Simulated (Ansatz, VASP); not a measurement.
## One calculation of HfB4C, two programs

```
CELL_PARAMETERS angstrom
3.28392 0.00000 0.00000
-1.64196 2.84396 0.00000
0.00000 0.00000 6.58095
ATOMIC_POSITIONS crystal
Hf 0.00000 0.00000 0.00000
B 0.00000 0.00000 0.26920
B 0.00000 0.00000 0.73080
B 0.33333 0.66667 0.50000
B 0.66667 0.33333 0.50000
C 0.00000 0.00000 0.50000
```

Alike in both runs: task relaxation of cell and atoms; functional PBE; k mesh 6 × 6 × 4; occupations gaussian, width 0.1 eV; no spin polarisation.

|  | VASP | Ansatz |
| --- | --- | --- |
| version | VASP 6.6.1 | Ansatz 0.2.0 |
| potentials or method | VASP PAW PBE potentials, release 64 (Hf_pv, B, C) | scalar-relativistic, plane waves, PAW |
| plane-wave cutoff (eV) | 600 | 420 |
| valence electrons in the cell | 26 | 42 |

```tsv
	VASP	Ansatz	Ansatz less VASP
gap on the k mesh at the Fermi level, each at its own relaxed structure (eV)	none	none	-
relaxed volume (Å³/atom)	12.06	12.06	+0.003
relaxed cell length with the largest relative difference (Å)	3.270	3.270	+0.0008
energy change over the relaxation (meV/atom)	-879	-854	+25.1
```

A gap of «none» marks a metal or a gap that the smearing closes. The two sets of potentials don't hold the same shells in valence.

Caveats: the k mesh is coarse (spacing up to 0.37 Å⁻¹), so the values aren't converged; the volume moved by over 15 % at a fixed basis, so the end points are rough (VASP). Spin-orbit coupling is left out, which matters for the levels of Hf.
